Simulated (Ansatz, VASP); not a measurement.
# VRu3 (1 ML V on Ru(0001), fcc site, 3 substrate layers): VASP beside Ansatz, part 2 of 2

Aim: how closely do two programs agree when they are given the same cell, functional and k mesh?

VASP 6.6.1 and Ansatz 0.2.0.

So far: The structure; Ansatz: single point, LDA, DFT+U.

### 3. VASP: single point, LDA, DFT+U

Level of this step: LDA, DFT+U (V d 6 eV), spin-polarised from a ferromagnetic start (one magnetic atom a cell); plane waves and PAW (Ru, V) (VASP).

The same cell, functional (in two slightly different forms), mesh and smearing now go to VASP, with its own data sets and cutoff.

Lines of VASP's logs that name or quote its potential files are left out, and so is its time.

INCAR reads:

```
SYSTEM = VRu3
PREC = Normal
ENCUT = 350
EDIFF = 1E-07
NELM = 150
ISMEAR = 0
SIGMA = 0.1
LREAL = .FALSE.
ALGO = Normal
GGA = CA
NBANDS = 28
ISPIN = 2
MAGMOM = 0 0 0 2
LDAU = .TRUE.
LDAUTYPE = 2
LDAUL = -1 2
LDAUU = 0 6
LDAUJ = 0 0
LDAUPRINT = 1
LASPH = .TRUE.
LMAXMIX = 4
LORBIT = 11
LWAVE = .FALSE.
LCHARG = .TRUE.
KPAR = 4
AMIX = 0.2
BMIX = 1E-04
AMIX_MAG = 0.8
BMIX_MAG = 1E-04
```

POSCAR reads:

```
VRu3
1.0
    2.7058000000      0.0000000000      0.0000000000
   -1.3529000000      2.3432920000      0.0000000000
    0.0000000000      0.0000000000     20.4753580000
Ru V
3 1
Direct
    0.0000000000      0.0000000000      0.3418740000
    0.6666670000      0.3333330000      0.4464370000
    0.0000000000      0.0000000000      0.5509990000
    0.3333330000      0.6666670000      0.6581260000
```

KPOINTS reads:

```
Automatic mesh
0
Gamma
11 11 1
0 0 0
```

The projector-augmented-wave data sets are Ru and V (LDA family, release 64).

The run is started by

```
> mpirun -np 4 vasp_std
```

Numbers of over 12 decimals in the logs are rounded to 6 here.

What it wrote:

```text
[banner, memory and clock lines left out]
running    4 mpi-ranks, on    1 nodes
 distrk:  each k-point on    1 cores,    4 groups
 distr:  one band on    1 cores,    1 groups

 POSCAR found type information on POSCAR RuV
 POSCAR found :  2 types and       4 ions
 LDA part: xc-table for (Slater(with rela. corr.)+CA(PZ))
 , standard interpolation
 POSCAR, INCAR and KPOINTS ok, starting setup
 FFT: planning ... GRIDC
 FFT: planning ... GRID_SOFT
 FFT: planning ... GRID
 WAVECAR not read
 entering main loop
       N       E                     dE             d eps       ncg     rms          rms(c)
DAV:   1     0.161394106539E+03    0.16139E+03   -0.87892E+03  1792   0.680E+02
DAV:   2    -0.250327275613E+02   -0.18643E+03   -0.16404E+03  1936   0.188E+02
DAV:   3    -0.372775016391E+02   -0.12245E+02   -0.10967E+02  2300   0.603E+01
DAV:   4    -0.376581310726E+02   -0.38063E+00   -0.37468E+00  2164   0.105E+01
DAV:   5    -0.376728442964E+02   -0.14713E-01   -0.14711E-01  2448   0.213E+00    0.226E+01
DAV:   6    -0.824262498280E+02   -0.44753E+02   -0.10019E+02  2968   0.891E+01    0.531E+01
DAV:   7    -0.460769788041E+02    0.36349E+02   -0.15910E+02  3072   0.982E+01    0.289E+01
DAV:   8    -0.367988719116E+02    0.92781E+01   -0.68283E+01  2360   0.431E+01    0.159E+01
DAV:   9    -0.440848955877E+02   -0.72860E+01   -0.63417E+01  2580   0.401E+01    0.212E+01
DAV:  10    -0.383783568524E+02    0.57065E+01   -0.12688E+01  2216   0.232E+01    0.159E+01
[... 107 further cycles ...]
DAV: 118    -0.328735309320E+02   -0.51564E-04   -0.21452E-04  2616   0.129E-01    0.393E-02
DAV: 119    -0.328735419482E+02   -0.11016E-04   -0.12612E-04  2616   0.944E-02    0.274E-02
DAV: 120    -0.328735428623E+02   -0.91411E-06   -0.36295E-05  2616   0.372E-02    0.259E-02
DAV: 121    -0.328735442521E+02   -0.13898E-05   -0.13639E-05  2588   0.215E-02    0.183E-02
DAV: 122    -0.328735453697E+02   -0.11176E-05   -0.28819E-05  2624   0.395E-02    0.981E-03
DAV: 123    -0.328735498596E+02   -0.44899E-05   -0.32643E-05  2612   0.432E-02    0.430E-03
DAV: 124    -0.328735501051E+02   -0.24548E-06   -0.51250E-06  2700   0.144E-02    0.237E-03
DAV: 125    -0.328735503115E+02   -0.20649E-06   -0.12479E-06  1964   0.823E-03    0.231E-03
DAV: 126    -0.328735502700E+02    0.41553E-07   -0.12292E-06  1804   0.832E-03    0.937E-04
DAV: 127    -0.328735503335E+02   -0.63544E-07   -0.19482E-07  1288   0.339E-03
   1 F= -.32873550E+02 E0= -.32862978E+02  d E =-.211441E-01  mag=    -0.2510
```

From OUTCAR (step 3):

```text
ion  position               nearest neighbor table
   1  0.000  0.000  0.342-   2 2.65   2 2.65   2 2.65
   2  0.667  0.333  0.446-   3 2.65   3 2.65   3 2.65   1 2.65   1 2.65   1 2.65
   3  0.000  0.000  0.551-   2 2.65   2 2.65   2 2.65   4 2.69   4 2.69   4 2.69
   4  0.333  0.667  0.658-   3 2.69   3 2.69   3 2.69

  LATTYP: Found a hexagonal cell.
 ALAT       =     2.7058000000
 C/A-ratio  =     7.5672104368

 Subroutine GETGRP returns: Found  6 space group operations
 (whereof  6 operations were pure point group operations)

The static configuration has the point symmetry C_3v.

 Found     16 irreducible k-points:

   k-points           NKPTS =     16   k-points in BZ     NKDIM =     16   number of bands    NBANDS=     28

   dimension x,y,z NGX =    12 NGY =   12 NGZ =   96
   dimension x,y,z NGXF=    24 NGYF=   24 NGZF=  192

   ENCUT  =  350.0 eV  25.72 Ry    5.07 a.u.   4.13  4.13 31.23*2*pi/ulx,y,z

   NELECT =      29.0000    total number of electrons

 k-points in reciprocal lattice and weights: Automatic mesh
   0.00000000  0.00000000  0.00000000       0.008
   0.09090909 -0.00000000  0.00000000       0.050
   0.18181818 -0.00000000  0.00000000       0.050
   0.27272727 -0.00000000  0.00000000       0.050
   0.36363636 -0.00000000  0.00000000       0.050
   0.45454545 -0.00000000  0.00000000       0.050
   0.09090909  0.09090909  0.00000000       0.050
   0.18181818  0.09090909  0.00000000       0.099
   0.27272727  0.09090909  0.00000000       0.099
[...]
0.27272727  0.27272727  0.00000000       0.050
   0.36363636  0.27272727  0.00000000       0.050

atom =   4  type =  2  l = 2

 onsite density matrix

spin component  1

  0.6266  0.0000  0.0000 -0.1687 -0.0000
  0.0000  0.1110 -0.0000  0.0000 -0.1687
  0.0000 -0.0000  0.0828  0.0000  0.0000
 -0.1687  0.0000  0.0000  0.1110  0.0000
 -0.0000 -0.1687  0.0000  0.0000  0.6266

spin component  2

  0.1339  0.0000 -0.0000  0.0016 -0.0000
  0.0000  0.5450  0.0000  0.0000  0.0016
 -0.0000  0.0000  0.3875  0.0000  0.0000
  0.0016  0.0000  0.0000  0.5450  0.0000
 -0.0000  0.0016  0.0000  0.0000  0.1339

 occupancies and eigenvectors

  o =  0.0607  v = -0.2856  0.0000  0.0000 -0.9583  0.0000  0.0000  0.0000  0.0000  0.0000  0.0000      0.0000  0.0000  0.0000  0.0000  0.0000  0.0000  0.0000  0.0000  0.0000  0.0000
  o =  0.0607  v = -0.0000 -0.9583  0.0000 -0.0000 -0.2856  0.0000  0.0000  0.0000  0.0000  0.0000      0.0000  0.0000  0.0000  0.0000  0.0000  0.0000  0.0000  0.0000  0.0000  0.0000
  o =  0.0828  v = -0.0000 -0.0000 -1.0000 -0.0000  0.0000  0.0000  0.0000  0.0000  0.0000  0.0000      0.0000  0.0000  0.0000  0.0000  0.0000  0.0000  0.0000  0.0000  0.0000  0.0000
  o =  0.1339  v =  0.0000  0.0000  0.0000  0.0000  0.0000  1.0000 -0.0000 -0.0000 -0.0039  0.0000      0.0000  0.0000  0.0000  0.0000  0.0000  0.0000  0.0000  0.0000  0.0000  0.0000
  o =  0.1339  v =  0.0000  0.0000  0.0000  0.0000  0.0000 -0.0000 -0.0039 -0.0000  0.0000  1.0000      0.0000  0.0000  0.0000  0.0000  0.0000  0.0000  0.0000  0.0000  0.0000  0.0000
  o =  0.3875  v =  0.0000  0.0000  0.0000  0.0000  0.0000  0.0000  0.0000 -1.0000  0.0000 -0.0000      0.0000  0.0000  0.0000  0.0000  0.0000  0.0000  0.0000  0.0000  0.0000  0.0000
  o =  0.5450  v =  0.0000  0.0000  0.0000  0.0000  0.0000 -0.0039 -0.0000 -0.0000 -1.0000 -0.0000      0.0000  0.0000  0.0000  0.0000  0.0000  0.0000  0.0000  0.0000  0.0000  0.0000
  o =  0.5450  v =  0.0000  0.0000  0.0000  0.0000  0.0000  0.0000 -1.0000 -0.0000  0.0000 -0.0039      0.0000  0.0000  0.0000  0.0000  0.0000  0.0000  0.0000  0.0000  0.0000  0.0000
  o =  0.6769  v = -0.9583  0.0000 -0.0000  0.2856 -0.0000  0.0000  0.0000  0.0000  0.0000  0.0000      0.0000  0.0000  0.0000  0.0000  0.0000  0.0000  0.0000  0.0000  0.0000  0.0000
  o =  0.6769  v =  0.0000  0.2856 -0.0000 -0.0000 -0.9583  0.0000  0.0000  0.0000  0.0000  0.0000      0.0000  0.0000  0.0000  0.0000  0.0000  0.0000  0.0000  0.0000  0.0000  0.0000

 average (electrostatic) potential at core
       1 -66.6630       2 -67.0779       3 -66.7421       4 -44.7837

 E-fermi :   1.9151

 spin component 1
 k-point     1 :       0.0000    0.0000    0.0000
  band No.  band energies     occupation
    ...
     13       0.3451      1.00000
     14       0.3451      1.00000
     15       1.3415      1.00000
     16       1.3415      1.00000
     17       1.5160      1.00000
     18       2.4569      0.00000
     19       2.4569      0.00000
     20       2.4642      0.00000
     21       2.9727      0.00000
     22       2.9727      0.00000
    ...

 k-point     2 :       0.0909   -0.0000    0.0000
  band No.  band energies     occupation
    ...
     14       0.4890      1.00000
     15       1.0956      1.00000
     16       1.2257      1.00000
     17       1.2729      1.00000
     18       1.8691      0.74210
     19       2.4113      0.00000
     20       2.5601      0.00000
     21       3.0292      0.00000
     22       3.0735      0.00000
     23       4.4329      0.00000
    ...

 k-point     3 :       0.1818   -0.0000    0.0000
  band No.  band energies     occupation
    ...
     13       0.3614      1.00000
     14       0.7586      1.00000
     15       0.9089      1.00000
     16       1.0380      1.00000
     17       1.3576      1.00000
     18       1.9158      0.49620
     19       2.3288      0.00000
     20       2.9381      0.00000
     21       3.1319      0.00000
     22       3.8269      0.00000
    ...

 k-point     4 :       0.2727   -0.0000    0.0000
  band No.  band energies     occupation
    ...
     12       0.6539      1.00000
     13       0.7204      1.00000
     14       1.5159      1.00000
     15       1.5382      1.00000
     16       1.6965      0.99900
     17       1.9911      0.14127
     18       2.1847      0.00007
     19       2.4055      0.00000
     20       3.2208      0.00000
     21       3.4855      0.00000
    ...

 k-point     5 :       0.3636   -0.0000    0.0000
  band No.  band energies     occupation
    ...
      8      -0.3960      1.00000
      9      -0.1070      1.00000
     10       0.3484      1.00000
     11       1.0376      1.00000
     12       1.2023      1.00000
     13       2.1185      0.00200
     14       2.3214      0.00000
     15       2.4482      0.00000
     16       2.5936      0.00000
     17       2.7658      0.00000
    ...

 k-point     6 :       0.4545   -0.0000    0.0000
  band No.  band energies     occupation
    ...
      8      -0.5414      1.00000
      9       0.2450      1.00000
     10       1.0702      1.00000
     11       1.1584      1.00000
     12       1.6621      0.99983
     13       2.6641      0.00000
     14       2.9125      0.00000
     15       3.1109      0.00000
     16       3.2841      0.00000
     17       3.6343      0.00000
    ...

  Total       -4.1803774     -4.1803791     -5.4137526      0.0000000      0.0000000      0.0000000
  in kB      -51.5908247    -51.5908451    -66.8121401      0.0000000      0.0000000      0.0000000
  external PRESSURE =     -56.6646033 kB  Pullay stress =       0.0000000 kB

  energy-cutoff  :      350.00
  volume of cell :      129.82
      direct lattice vectors                 reciprocal lattice vectors
     2.705800000  0.000000000  0.000000000     0.369576465  0.213375030  0.000000000
    -1.352900000  2.343292000  0.000000000     0.000000000  0.426750059  0.000000000
     0.000000000  0.000000000 20.475358000     0.000000000  0.000000000  0.048839195

 POSITION                                       TOTAL-FORCE (eV/Angst)
 -----------------------------------------------------------------------------------
      0.00000      0.00000      6.99999         0.000000      0.000000      1.569315
      1.35290      0.78110      9.14096        -0.000000      0.000000     -1.136379
      0.00000      0.00000     11.28190         0.000000      0.000000      0.050259
     -0.00000      1.56220     13.47537         0.000000     -0.000000     -0.483195
 -----------------------------------------------------------------------------------
    total drift:                               -0.000100      0.000059      0.000032

  FREE ENERGIE OF THE ION-ELECTRON SYSTEM (eV)
  ---------------------------------------------------
  free  energy   TOTEN  =       -32.8735503335 eV

  energy  without entropy=      -32.8524062094  energy(sigma->0) =      -32.86297827

 total charge
# of ion       s       p       d       tot
------------------------------------------
    1        0.603   0.594   6.505   7.702
    2        0.637   0.806   6.577   8.019
    3        0.643   0.783   6.631   8.057
    4        0.566   0.549   3.278   4.393
--------------------------------------------------
tot          2.449   2.732  22.991  28.171

 magnetization (x)
# of ion       s       p       d       tot
------------------------------------------
    1        0.000   0.001   0.034   0.036
    2       -0.002  -0.001  -0.040  -0.043
    3        0.002  -0.017   0.085   0.071
    4       -0.019   0.015  -0.187  -0.191
--------------------------------------------------
tot         -0.019  -0.002  -0.108  -0.128

[... 6 further parts left out ...]
```

A U on the itinerant d states of such a compound is hard to justify; it moves the bands at the Fermi level. The data set V keeps the semicore shell frozen, which is cheaper and a little less accurate.

### 4. Comparison

Known differences besides the potentials themselves: U acts on the PAW sphere in VASP and on atomic orbitals in Ansatz, so only states and trends compare; the two LDA forms differ slightly; the data sets hold 61 valence electrons in Ansatz (default PAW (the set named soft_2) files) and 29 in VASP; the cutoff is 420 eV in Ansatz and 350 eV in VASP (PREC = Normal); VASP's log shows a relativistic correction to its local exchange, Ansatz's none; site moments are counted in spheres of each program's own size. Total energies have different zeros and are not compared.

Both answers:

| quantity | Ansatz | VASP | difference |
| --- | --- | --- | --- |
| total moment (μB) | -3.52 | -0.25 | -3.27 |
| moment on V4 (μB) | -2.98 | -0.19 | -2.79 |
| moment on Ru3 (μB) | 0.24 | 0.07 | +0.17 |
| moment on Ru1 (μB) | -0.07 | 0.04 | -0.11 |

Forces (eV/Å; atoms numbered as in POSCAR):

| atom | Ansatz x, y, z | VASP x, y, z |
| --- | --- | --- |
| Ru1 | 0.000, -0.009, 1.512 | 0.000, 0.000, 1.569 |
| Ru2 | 0.000, -0.008, -0.685 | 0.000, 0.000, -1.136 |
| Ru3 | 0.000, -0.089, -1.532 | 0.000, 0.000, 0.050 |
| V4 | 0.000, 0.106, 0.705 | 0.000, 0.000, -0.483 |

The forces differ by 588 meV/Å r.m.s., which is 101.9 % of the r.m.s. force of 0.58 eV/Å (both taken over all components). Without spin-orbit coupling the overall direction of the spins is arbitrary; the signs of Ansatz's moments are turned here to match VASP's. By their total or site moments the two runs ended in different magnetic states; the other differences may follow from that, so they don't measure the programs' precision.

### 5. Further runs

Further runs change the set-up of one program: Ansatz's method, potentials or start, or VASP's data sets, cutoff or form of LDA. The table gives Ansatz less VASP for each quantity, since a change that brings one quantity closer may part another.

| run | r.m.s. force difference (meV/Å) | total moment (μB) |
| --- | --- | --- |
| as above | 588 | -3.3 |
| a start from the moments at which VASP ended, with Ansatz's search for lower states switched off | 567 | -3.2 |
| cores kept as stored | 589 | -3.3 |

### 6. Results

```json
{"difference in total moment (single point, LDA, DFT+U)": "-3.3 μB"}
```

The difference in total moment is -3.3 μB (single point, LDA, DFT+U). The runs of the single point, LDA, DFT+U pair ended with unlike moments, so it says little about numerical agreement. For single point, LDA, DFT+U, no further run moves any of the tabulated differences by more than a quarter of its size. In Ansatz the state reached from VASP's moments (total -3.44 μB) lies 8 meV/atom above the first one. How closely two codes agree says nothing of how well the functional describes the real material.

[Lines on the potential files, build, host, timing and source positions are cut from VASP's logs without a mark.]

[Logs are printed without paths, hosts, clocks, repeated set-up lines and the standing remarks that a program may print on its own settings, such as how far it seeks lower states.]

[Hosts, paths, dates, database ids (printed as entryN), source tags and the programs' standing remarks are cut or masked in the printed files.]
